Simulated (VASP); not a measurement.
Here is the system:

```xyz
2
Lattice="0.0000 2.0553 2.0553 2.0553 0.0000 2.0553 2.0553 2.0553 0.0000" Properties=species:S:1:pos:R:3 pbc="T T T"
Li     0.0000     0.0000     0.0000
F      2.0553     2.0553     2.0553
```

Calculation: PBE GGA, VASP's PBE PAW potentials (set 64) (plane waves; VASP). Settings: 520 eV cut-off, 8×8×8 Γ-centred mesh, Gaussian smearing of 0.050 eV, potentials Li_sv F.

Problem. Give the stress tensor in GPa (positive for a compressed cell).

Solution. 
```
-2.43   0.00   0.00
 0.00  -2.43   0.00
 0.00   0.00  -2.43
```
The pressure is its mean diagonal, -2.43 GPa.

The compound is LiF in the rock salt structure. The cell was not relaxed at this level.
